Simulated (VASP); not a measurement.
Here is the system:

```
CELL_PARAMETERS angstrom
      4.19560     0.00000     0.00000
      0.00000     4.19560     0.00000
      0.00000     0.00000     2.68049
ATOMIC_POSITIONS crystal
  Si 0.00000 0.00000 0.00000
  Si 0.50000 0.50000 0.50000
  O  0.30609 0.30609 0.00000
  O  0.80609 0.19391 0.50000
  O  0.19391 0.80609 0.50000
  O  0.69391 0.69391 0.00000
```

Calculation: AM05 GGA, VASP's PBE PAW potentials (set 64) (plane waves; VASP). Settings: 520 eV cut-off, Gaussian smearing of 0.050 eV, potentials Si O.

Question: Predict the band gap (along the path) with the smallest direct gap where there is one.

Answer: 
| Property | Value |
|---|---|
| band gap (along the path) | 5.41 eV |
| smallest direct gap (along the path) | 5.41 eV |

The absolute energy has meaning only against runs of the same code, potentials and settings.

The compound is SiO2 in the rutile structure, stishovite, a high-pressure form. It was relaxed first.
